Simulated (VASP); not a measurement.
# InGaO (P-3m1) in VASP: a series of runs

One crystal, InGaO, is run at these levels: PBE; tasks: band structure.

Everything below comes from runs of VASP 6.6.1. Logs are shortened: lines on timing, memory, paths and dates and some standing lists are left out, and cuts for length are marked.

### Step 1. The structure

The structure is trigonal, space group P-3m1 (No. 164). The conventional cell has a = 3.158 Å, b = 3.158 Å, c = 14.116 Å, α = 90.00°, β = 90.00°, γ = 120.00°. In (site symmetry 3m) is surrounded by 9 In at 3.16 to 3.40 Å. Around Ga (site symmetry 3m) lie 3 O at 1.96 Å. O (site symmetry 3m) has 3 Ga at 1.96 Å as nearest neighbours.

The cell was built by a generator and needn't be a form met in nature.

### Step 2. Band structure, PBE

Contents of POSCAR:

```
InGaO
1.0
    3.1583980000      0.0000000000      0.0000000000
   -1.5791990000      2.7352530000      0.0000000000
    0.0000000000      0.0000000000     14.1159400000
In Ga O
2 2 2
Direct
    0.3333330000      0.6666670000      0.6017850000
    0.6666670000      0.3333330000      0.3982150000
    0.0000000000      0.0000000000      0.0892050000
    0.0000000000      0.0000000000      0.9107950000
    0.3333330000      0.6666670000      0.1405300000
    0.6666670000      0.3333330000      0.8594700000
```

Contents of INCAR.step1:

```
SYSTEM = InGaO
ALGO     = Normal         ! electronic algorithm
EDIFF    = 1E-7           ! SCF threshold, eV
ENCUT    = 520            ! plane-wave cutoff, eV
GGA      = PE             ! functional
ISIF     = 2              ! what is computed and relaxed
ISMEAR   = 0              ! smearing method
LASPH    = .TRUE.         ! aspherical terms in the spheres
LCHARG   = .TRUE.         ! write CHGCAR
LREAL    = .FALSE.        ! projectors in reciprocal space
LWAVE    = .FALSE.        ! write WAVECAR
NELM     = 80             ! most SCF steps
PREC     = Accurate       ! precision mode
SIGMA    = 0.1            ! smearing width, eV
```

Contents of KPOINTS.step1:

```
k-points
0
G
  10 10 2
  0 0 0
```

Contents of INCAR.step2:

```
SYSTEM = InGaO
ALGO     = Normal         ! electronic algorithm
EDIFF    = 1E-7           ! SCF threshold, eV
ENCUT    = 520            ! plane-wave cutoff, eV
GGA      = PE             ! functional
ICHARG   = 11             ! starting density
ISIF     = 2              ! what is computed and relaxed
ISMEAR   = 0              ! smearing method
LASPH    = .TRUE.         ! aspherical terms in the spheres
LCHARG   = .FALSE.        ! write CHGCAR
LREAL    = .FALSE.        ! projectors in reciprocal space
LWAVE    = .FALSE.        ! write WAVECAR
NELM     = 80             ! most SCF steps
PREC     = Accurate       ! precision mode
SIGMA    = 0.05           ! smearing width, eV
```

Contents of KPOINTS.step2:

```
path GMKGALHA,LM,KH
20
line-mode
reciprocal
 0.0000000000  0.0000000000  0.0000000000  G
 0.5000000000  0.0000000000  0.0000000000  M

 0.5000000000  0.0000000000  0.0000000000  M
 0.3333333333  0.3333333333  0.0000000000  K

 0.3333333333  0.3333333333  0.0000000000  K
 0.0000000000  0.0000000000  0.0000000000  G

 0.0000000000  0.0000000000  0.0000000000  G
 0.0000000000  0.0000000000  0.5000000000  A

 0.0000000000  0.0000000000  0.5000000000  A
 0.5000000000  0.0000000000  0.5000000000  L

 0.5000000000  0.0000000000  0.5000000000  L
 0.3333333333  0.3333333333  0.5000000000  H

 0.3333333333  0.3333333333  0.5000000000  H
 0.0000000000  0.0000000000  0.5000000000  A

 0.5000000000  0.0000000000  0.5000000000  L
 0.5000000000  0.0000000000  0.0000000000  M

 0.3333333333  0.3333333333  0.0000000000  K
 0.3333333333  0.3333333333  0.5000000000  H
```

Potentials or basis: VASP PAW PBE potentials, release 64 (In_d, Ga_d, O).

Started as:

```
$ cat potpaw_PBE.64/In_d/POTCAR potpaw_PBE.64/Ga_d/POTCAR potpaw_PBE.64/O/POTCAR > POTCAR
$ cp INCAR.step1 INCAR
$ cp KPOINTS.step1 KPOINTS
$ mpirun -np 1 vasp_std > vasp.out
$ cp INCAR.step2 INCAR
$ cp KPOINTS.step2 KPOINTS
$ mpirun -np 1 vasp_std > vasp.out
```

OUTCAR:

```text
SYSTEM = InGaO
   EDIFF = 1E-7
   ENCUT = 520
   GGA = PE
   ICHARG = 11
   ISIF = 2
   ISMEAR = 0
   LASPH = .TRUE.
   LREAL = .FALSE.
   NELM = 80
   PREC = Accurate

 ion  position               nearest neighbor table
   1  0.333  0.667  0.602-   2 3.40   2 3.40   2 3.40
   2  0.667  0.333  0.398-   1 3.40   1 3.40   1 3.40
   3  0.000  0.000  0.089-   5 1.96   5 1.96   5 1.96   4 2.52
   4  0.000  0.000  0.911-   6 1.96   6 1.96   6 1.96   3 2.52
   5  0.333  0.667  0.141-   3 1.96   3 1.96   3 1.96
   6  0.667  0.333  0.859-   4 1.96   4 1.96   4 1.96

  LATTYP: Found a hexagonal cell.
 ALAT       =     3.1583980000
 C/A-ratio  =     4.4693354036

  Lattice vectors:

 A1 = (   3.1583980000,   0.0000000000,   0.0000000000)
 A2 = (  -1.5791990000,   2.7352530000,   0.0000000000)
 A3 = (   0.0000000000,   0.0000000000,  14.1159400000)

Analysis of symmetry for initial positions (statically):
=====================================================================
 Subroutine PRICEL returns:
 Original cell was already a primitive cell.

 Routine SETGRP: Setting up the symmetry group for a
 hexagonal supercell.

 Subroutine GETGRP returns: Found 12 space group operations
 (whereof 12 operations were pure point group operations)
 out of a pool of 24 trial point group operations.

The static configuration has the point symmetry D_3d.

Analysis of symmetry for dynamics (positions and initial velocities):
=====================================================================
 Subroutine PRICEL returns:
 Original cell was already a primitive cell.

 Routine SETGRP: Setting up the symmetry group for a
 hexagonal supercell.

 Subroutine GETGRP returns: Found 12 space group operations
 (whereof 12 operations were pure point group operations)
 out of a pool of 24 trial point group operations.

The dynamic configuration has the point symmetry D_3d.

 Subroutine INISYM returns: Found 12 space group operations
 (whereof 12 operations are pure point group operations),
 and found     1 'primitive' translations

----------------------------------------------------------------------------------------

                                     Primitive cell

  volume of cell :     121.9479

[... 88 lines left out ...]
   NELM   =     80;   NELMIN=  2; NELMDL=  0     # of ELM steps
   EDIFF  = 0.1E-06   stopping-criterion for ELM
   LREAL  =      F    real-space projection
   EDIFFG = 0.1E-05   stopping-criterion for IOM
   NSW    =      0    number of steps for IOM
   IBRION =     -1    ionic relax: 0-MD 1-quasi-New 2-CG
   NFREE  =      0    steps in history (QN), initial steepest desc. (CG)
   ISIF   =      2    stress and relaxation
   ISYM   =      2    0-nonsym 1-usesym 2-fastsym
   POTIM  = 0.5000    time-step for ionic-motion
   TEBEG  =    0.0;   TEEND  =   0.0 temperature during run
   PSTRESS=    0.0 pullay stress
   NELECT =      64.0000    total number of electrons
   NUPDOWN=      -1.0000    fix difference up-down
   EMIN   =  10.00;   EMAX   =-10.00  energy-range for DOS
   EFERMI =   0.00;   METHOD = LEGACY
   ISMEAR =     0;   SIGMA  =   0.05  broadening in eV -4-tet -1-fermi 0-gaus
   EFERMI_NEDOS =   21; number of points for ismear=-14 and -15
   IALGO  =     38    algorithm
   IMIX   =      4    mixing-type and parameters
     AMIX     =   0.40;   BMIX     =  1.00
     AMIX_MAG =   1.60;   BMIX_MAG =  1.00
  volume/ion in A,a.u.               =      20.32       137.16
  Fermi-wavevector in a.u.,A,eV,Ry     =   1.320515  2.495412 23.725304  1.743761
  Thomas-Fermi vector in A             =   2.450336
   LORBIT       =      0    0 simple, 1 ext, 2 COOP (PROOUT), +10 PAW based schemes
   GGA     = PE    functional components
   LHFCALC =     F    Hartree Fock is set to
   AEXX    =    0.0000 exact exchange contribution
   IVDW    =     0    specifies the selected vdW correction
   LEPSILON=     F    determine dielectric tensor
   LRPA    =     F    only Hartree local field effects (RPA)
 non-spin polarized calculation
 Gauss-broadening in eV      SIGMA  =   0.05
  energy-cutoff  :      520.00
  volume of cell :      121.95
 maximum number of plane-waves:      3308
 NGX is ok and might be reduce to    24

 number of electron      64.0000006 magnetization

 Free energy of the ion-electron system (eV)
  ---------------------------------------------------
  ext. energy  EPLUGINS =         0.00000000
  ---------------------------------------------------
  free energy    TOTEN  =       -25.54366264 eV

  energy without entropy =      -25.53842020  energy(sigma->0) =      -25.54104142

 E-fermi :   4.2331     XC(G=0):  -9.5897

 val. band max:        4.2317456998   @ k =   0.0263   0.0000   0.0000
 cond. band min:       4.2343614211   @ k =   0.0000   0.0000   0.1053
 fundamental gap:      0.0026157214
 Fermi energy:         4.2331001644

 k-point     1 :       0.0000    0.0000    0.0000
  band No.  band energies     occupation
      1     -15.3469      2.00000
      2     -15.2863      2.00000
      3     -10.5617      2.00000
      4     -10.5617      2.00000
      5     -10.5533      2.00000
      6     -10.5533      2.00000
[... 973 lines left out ...]
     37       8.5613      0.00000
     38       9.0682      0.00000

 [... further k-points ...]

------------------------ aborting loop because EDIFF is reached ----------------------------------------

  FORCE on cell =-STRESS in cart. coord.  units (eV):
  Direction    XX          YY          ZZ          XY          YZ          ZX
  --------------------------------------------------------------------------------------
  -------------------------------------------------------------------------------------
  Total        6.3056555      6.3056559      1.6012418     -0.0000000      0.0000000      0.0000000
  in kB       82.8450681     82.8450740     21.0374613     -0.0000000      0.0000000      0.0000000
  external PRESSURE =      62.2425344 kB  Pullay stress =       0.0000000 kB

 VOLUME and BASIS-vectors are now :
 -----------------------------------------------------------------------------
  energy-cutoff  :      520.00
  volume of cell :      121.95
      direct lattice vectors                 reciprocal lattice vectors
     3.158398000  0.000000000  0.000000000     0.316616209  0.182798447  0.000000000
    -1.579199000  2.735253000  0.000000000     0.000000000  0.365596894  0.000000000
     0.000000000  0.000000000 14.115940000     0.000000000  0.000000000  0.070841899

 POSITION                                       TOTAL-FORCE (eV/Angst)
 -----------------------------------------------------------------------------------
     -0.00000      1.82350      8.49476        -0.000000      0.000000     -0.378290
      1.57920      0.91175      5.62118         0.000000      0.000000      0.378290
      0.00000      0.00000      1.25921        -0.000000      0.000000     -0.086234
      0.00000      0.00000     12.85673        -0.000000     -0.000000      0.086234
     -0.00000      1.82350      1.98371         0.000000     -0.000000     -0.073521
      1.57920      0.91175     12.13223        -0.000000      0.000000      0.073521
 -----------------------------------------------------------------------------------
    total drift:                                0.000000      0.000000      0.000000

  FREE ENERGIE OF THE ION-ELECTRON SYSTEM (eV)
  ---------------------------------------------------
  free  energy   TOTEN  =       -25.5436626424 eV

  energy  without entropy=      -25.5384201963  energy(sigma->0) =      -25.54104142
```

OSZICAR.step1:

```text
N       E                     dE             d eps       ncg     rms          rms(c)
DAV:   1     0.703433963706E+03    0.70343E+03   -0.31050E+04  2154   0.258E+03
DAV:   2     0.107907806337E+03   -0.59553E+03   -0.57437E+03  2184   0.637E+02
DAV:   3    -0.199449634820E+02   -0.12785E+03   -0.12364E+03  2596   0.241E+02
DAV:   4    -0.293149975756E+02   -0.93700E+01   -0.92066E+01  2792   0.649E+01
DAV:   5    -0.296602338441E+02   -0.34524E+00   -0.34461E+00  2794   0.121E+01    0.114E+01
DAV:   6    -0.263688882276E+02    0.32913E+01   -0.18151E+01  3704   0.321E+01    0.492E+00
DAV:   7    -0.262591354597E+02    0.10975E+00   -0.15960E+00  2388   0.779E+00    0.265E+00
DAV:   8    -0.262467163130E+02    0.12419E-01   -0.56625E-01  2980   0.416E+00    0.938E-01
DAV:   9    -0.262303557507E+02    0.16361E-01   -0.16420E-01  3106   0.332E+00    0.344E-01
DAV:  10    -0.262303509430E+02    0.48076E-05   -0.15456E-02  2656   0.104E+00    0.132E-01
DAV:  11    -0.262308537558E+02   -0.50281E-03   -0.30415E-03  2724   0.311E-01    0.420E-02
DAV:  12    -0.262308893115E+02   -0.35556E-04   -0.19702E-04  2838   0.124E-01    0.152E-02
DAV:  13    -0.262308984928E+02   -0.91812E-05   -0.35214E-05  2446   0.427E-02    0.688E-03
DAV:  14    -0.262308983890E+02    0.10379E-06   -0.50525E-06  3376   0.170E-02    0.470E-03
DAV:  15    -0.262308983033E+02    0.85722E-07   -0.81989E-07  2228   0.643E-03
   1 F= -.26230898E+02 E0= -.26226366E+02  d E =-.906501E-02
```

Wall time 9 min (1 thread of Intel Xeon Platinum 8488C (Sapphire Rapids), shared host); peak memory 0.76 GiB.

Results:

```
Band gap along the path : none (metal or under the smearing width)
```

Levels at the corners of the path, in eV from the Fermi level:
```tsv
point	band 31	band 32	band 33	band 34	band 35	band 36
Γ	-2.83	-1.49	-0.70	2.43	2.61	7.28
M	-2.10	-1.34	-1.22	1.08	2.71	3.55
M	-2.10	-1.34	-1.22	1.08	2.71	3.55
K	-1.86	-0.68	0.51	0.51	1.03	2.65
K	-1.86	-0.68	0.51	0.51	1.03	2.65
Γ	-2.83	-1.49	-0.70	2.43	2.61	7.28
Γ	-2.83	-1.49	-0.70	2.43	2.61	7.28
A	-2.48	-2.05	-0.34	1.89	3.16	6.42
A	-2.48	-2.05	-0.34	1.89	3.16	6.42
L	-2.06	-1.39	-1.21	1.08	2.76	3.51
L	-2.06	-1.39	-1.21	1.08	2.76	3.51
H	-1.86	-0.68	0.52	0.52	1.04	2.63
H	-1.86	-0.68	0.52	0.52	1.04	2.63
A	-2.48	-2.05	-0.34	1.89	3.16	6.42
L	-2.06	-1.39	-1.21	1.08	2.76	3.51
M	-2.10	-1.34	-1.22	1.08	2.71	3.55
K	-1.86	-0.68	0.51	0.51	1.03	2.65
H	-1.86	-0.68	0.52	0.52	1.04	2.63
```

Caveat: the log is that of the step along the path at fixed density, whose energy, stress, charges and moments have no meaning; spin-orbit coupling is left out, which moves the levels of the heavy elements.

### Step 3. Band structure, PBE

Contents of INCAR:

```
  PREC = Accurate
  ENCUT = 520
  EDIFF = 1E-6
  ISMEAR = 0
  SIGMA = 0.1
  LREAL = False
  LASPH = True
  NELM = 100
  ALGO = Normal
  ISIF = 2
  LWAVE = False
  LCHARG = False
  GGA = PE
  NBANDS = 41
```

Contents of KPOINTS:

```
Automatic mesh
0
Gamma
  10 10 2
```

POSCAR is that of step 2.

Contents of KPOINTS_OPT:

```
path GMKGALHA,LM,KH
15
line-mode
reciprocal
 0.0000000000  0.0000000000  0.0000000000  G
 0.5000000000  0.0000000000  0.0000000000  M

 0.5000000000  0.0000000000  0.0000000000  M
 0.3333333333  0.3333333333  0.0000000000  K

 0.3333333333  0.3333333333  0.0000000000  K
 0.0000000000  0.0000000000  0.0000000000  G

 0.0000000000  0.0000000000  0.0000000000  G
 0.0000000000  0.0000000000  0.5000000000  A

 0.0000000000  0.0000000000  0.5000000000  A
 0.5000000000  0.0000000000  0.5000000000  L

 0.5000000000  0.0000000000  0.5000000000  L
 0.3333333333  0.3333333333  0.5000000000  H

 0.3333333333  0.3333333333  0.5000000000  H
 0.0000000000  0.0000000000  0.5000000000  A

 0.5000000000  0.0000000000  0.5000000000  L
 0.5000000000  0.0000000000  0.0000000000  M

 0.3333333333  0.3333333333  0.0000000000  K
 0.3333333333  0.3333333333  0.5000000000  H
```

Potentials or basis: VASP PAW PBE potentials, release 64 (In_d, Ga_d, O).

Started as:

```
$ cat potpaw_PBE.64/In_d/POTCAR potpaw_PBE.64/Ga_d/POTCAR potpaw_PBE.64/O/POTCAR > POTCAR
$ mpirun -np 1 vasp_std > vasp.out
```

It took 12 min on 1 thread of Intel Xeon Platinum 8375C at 2.90GHz (Ice Lake), shared host; peak memory 0.34 GiB.

The run converged. Its results:

| Item | Value |
| --- | --- |
| Free energy | -26.2309 eV |
| Pressure | 0.0 GPa |
| Largest force | 0.007 eV/Å |
| Band gap along the path | none (metal or under the smearing width) |

Forces in eV/Å, atoms in the order of the input:
```
In   0.000  0.000  0.007
In   0.000  0.000 -0.007
Ga   0.000  0.000 -0.002
Ga   0.000  0.000  0.002
O    0.000  0.000  0.002
O    0.000  0.000 -0.002
```

Levels at the corners of the path, in eV from the Fermi level:
| point | band 30 | band 31 | band 32 | band 33 | band 34 | band 35 | band 36 | band 37 |
| --- | --- | --- | --- | --- | --- | --- | --- | --- |
| Γ | -3.83 | -2.83 | -1.49 | -0.70 | 2.43 | 2.61 | 7.29 | 7.50 |
| M | -3.06 | -2.10 | -1.34 | -1.22 | 1.08 | 2.71 | 3.55 | 3.64 |
| M | -3.06 | -2.10 | -1.34 | -1.22 | 1.08 | 2.71 | 3.55 | 3.64 |
| K | -1.86 | -1.86 | -0.68 | 0.51 | 0.51 | 1.03 | 2.65 | 2.65 |
| K | -1.86 | -1.86 | -0.68 | 0.51 | 0.51 | 1.03 | 2.65 | 2.65 |
| Γ | -3.83 | -2.83 | -1.49 | -0.70 | 2.43 | 2.61 | 7.29 | 7.50 |
| Γ | -3.83 | -2.83 | -1.49 | -0.70 | 2.43 | 2.61 | 7.29 | 7.50 |
| A | -3.83 | -2.48 | -2.05 | -0.34 | 1.89 | 3.16 | 6.43 | 8.16 |
| A | -3.83 | -2.48 | -2.05 | -0.34 | 1.89 | 3.16 | 6.43 | 8.16 |
| L | -3.06 | -2.06 | -1.39 | -1.21 | 1.09 | 2.76 | 3.51 | 3.66 |
| L | -3.06 | -2.06 | -1.39 | -1.21 | 1.09 | 2.76 | 3.51 | 3.66 |
| H | -1.86 | -1.86 | -0.68 | 0.52 | 0.52 | 1.04 | 2.63 | 2.63 |
| H | -1.86 | -1.86 | -0.68 | 0.52 | 0.52 | 1.04 | 2.63 | 2.63 |
| A | -3.83 | -2.48 | -2.05 | -0.34 | 1.89 | 3.16 | 6.43 | 8.16 |
| L | -3.06 | -2.06 | -1.39 | -1.21 | 1.09 | 2.76 | 3.51 | 3.66 |
| M | -3.06 | -2.10 | -1.34 | -1.22 | 1.08 | 2.71 | 3.55 | 3.64 |
| K | -1.86 | -1.86 | -0.68 | 0.51 | 0.51 | 1.03 | 2.65 | 2.65 |
| H | -1.86 | -1.86 | -0.68 | 0.52 | 0.52 | 1.04 | 2.63 | 2.63 |

Caveat: spin-orbit coupling is left out, which moves the levels of the heavy elements.
